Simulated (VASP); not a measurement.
Runs of VASP 6.6.1 on CsPbCl3. Symmetry: Pm-3m, No. 221, cubic system. Conventional cell: a = 5.605 Å, b = 5.605 Å, c = 5.605 Å, α = 90.00°, β = 90.00°, γ = 90.00°. Cs (site symmetry m-3m) is surrounded by 12 Cl at 3.96 Å. Pb (site symmetry m-3m) is surrounded by 6 Cl at 2.80 Å. Around Cl (site symmetry 4/mmm) lie 2 Pb at 2.80 Å. 

| level | potentials or basis | k mesh | cutoff (eV) | gap on the mesh (eV) | pressure (GPa) | relaxed volume (Å³/atom) |
| --- | --- | --- | --- | --- | --- | --- |
| PBE+D3(BJ) | VASP PAW PBE potentials, release 64 (Cs_sv, Pb_d, Cl) | 6 × 6 × 6 | 600 | (a) | 0.0 | 36.39 |
| PBE | VASP PAW PBE potentials, release 64 (Cs_sv, Pb, Cl) | 3 × 3 × 3 | 300 | 4.28 | 0.0 | (b) |
| LDA | VASP PAW LDA potentials, release 64 (Cs_sv, Pb_d, Cl) | 6 × 6 × 6 | 600 | 1.51 | 0.0 | 33.74 |
| PBEsol | VASP PAW PBE potentials, release 64 (Cs_sv, Pb_d, Cl) | 6 × 6 × 6 | 600 | 1.83 | 0.0 | 35.43 |
| PBE | VASP PAW PBE potentials, release 64 (Cs_sv, Pb_d, Cl) | 6 × 6 × 6 | 600 | 2.22 | 0.0 | (c) |

Alike in all rows: task relaxation of cell and atoms; no spin polarisation; cell relaxed; smearing gaussian 0.03 eV.

Q: Estimate the missing entries.

A: (a) 2.08; (b) 36.66; (c) 37.73.

Caveats: spin-orbit coupling is left out, which as a rule narrows the gap of such compounds by several tenths of an eV; the cutoff is under 1.25 times the usual one of these potentials, so pressure, stress and relaxed cells hold a basis-set (Pulay) error (some runs); an odd mesh through Γ misses points on the zone boundary, where band edges often lie (some runs); the PAW data sets were made with another functional, which shifts forces and pressure a little (some runs).

A k mesh can miss the band edges, and the runs leave out spin-orbit coupling on Cs, Pb.

Not every run made on this cell is shown here.
